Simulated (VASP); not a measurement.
All values below come from revTPSS meta-GGA, VASP's PBE PAW potentials (set 64) (plane waves; VASP 6.6.1).

VASP input:

KPOINTS:
```
Automatic mesh
0
Gamma
12 12 12
0 0 0
```

**POSCAR**
```
HfC
1
    0.0000000000     2.3200000000     2.3200000000
    2.3200000000     0.0000000000     2.3200000000
    2.3200000000     2.3200000000     0.0000000000
Hf C
1 1
Direct
  0.0000000000   0.0000000000   0.0000000000
  0.5000000000   0.5000000000   0.5000000000
```

**INCAR**
```
ALGO = Normal
EDIFF = 1E-6
EDIFFG = -0.01
ENCUT = 520
IBRION = 2
ISIF = 3
ISMEAR = 1
LASPH = .TRUE.
LCHARG = .FALSE.
LMAXMIX = 6
LMIXTAU = .TRUE.
LREAL = .FALSE.
LWAVE = .FALSE.
METAGGA = RTPSS
NELM = 100
NSW = 60
PREC = Accurate
SIGMA = 0.1
SYSTEM = HfC
```

POTCAR, in this order: Hf_pv C (PBE.64 set). Program: vasp_std.

Unless said otherwise, spin-orbit coupling is left out, though it shifts the bands of the heavy elements here.

Question: Predict the energy per atom (σ→0), volume per atom, band gap (on the k-mesh).

Answer: 
```json
{
 "energy per atom (σ→0)": "7.186 eV/atom",
 "band gap (on the k-mesh)": "none (metal, semimetal or under 0.01 eV)",
 "volume_per_atom": "12.34 Å^3/atom"
}
```

**OSZICAR**
```
...
DAV:   4     0.143714012508E+02   -0.87178E-03   -0.22027E-03  1908   0.362E-01    0.545E-01
DAV:   5     0.143720910541E+02    0.68980E-03   -0.74835E-04  1652   0.262E-01    0.347E-01
DAV:   6     0.143714638900E+02   -0.62716E-03   -0.73704E-04  1590   0.279E-01    0.124E-02
DAV:   7     0.143714169646E+02   -0.46925E-04   -0.27781E-05  1656   0.547E-02    0.679E-03
DAV:   8     0.143714189582E+02    0.19936E-05   -0.10532E-06  1684   0.126E-02    0.486E-03
DAV:   9     0.143714153600E+02   -0.35981E-05   -0.16736E-06  1535   0.143E-02    0.179E-03
DAV:  10     0.143714155295E+02    0.16941E-06   -0.10614E-07   813   0.340E-03
   3 F= 0.14371416E+02 E0= 0.14371470E+02  d E =-.275020E-02
```

The compound is HfC in the rock salt structure. This run relaxes it. Symmetry was kept, so distortions that lower it aren't found.
